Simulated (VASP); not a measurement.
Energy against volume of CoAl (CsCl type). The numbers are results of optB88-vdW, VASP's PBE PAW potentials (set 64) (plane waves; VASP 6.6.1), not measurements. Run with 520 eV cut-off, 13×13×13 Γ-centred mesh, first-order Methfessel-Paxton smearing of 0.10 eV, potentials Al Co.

| V (Å³/atom) | E (eV/atom) |
|---|---|
| 11.157 | -3.93976 |
| 11.502 | -3.94603 |
| 11.847 | -3.94058 |
| 12.192 | -3.92517 |

Question: Fit these four points and predict the energy of the run at 10.812 Å³/atom.

Answer: A cubic in V^(−2/3), the third-order Birch-Murnaghan form, passes through the four points with V0 = 11.50 Å³/atom and B0 = 181 GPa, and gives -3.9197 eV/atom there. The run gave -3.9197 eV/atom, -0.0 meV/atom from the fit; all five points give B0 = 181 GPa.

The compound is CoAl in the CsCl type structure. It was relaxed first. The run is not spin-polarised, so no magnetic state was tried.
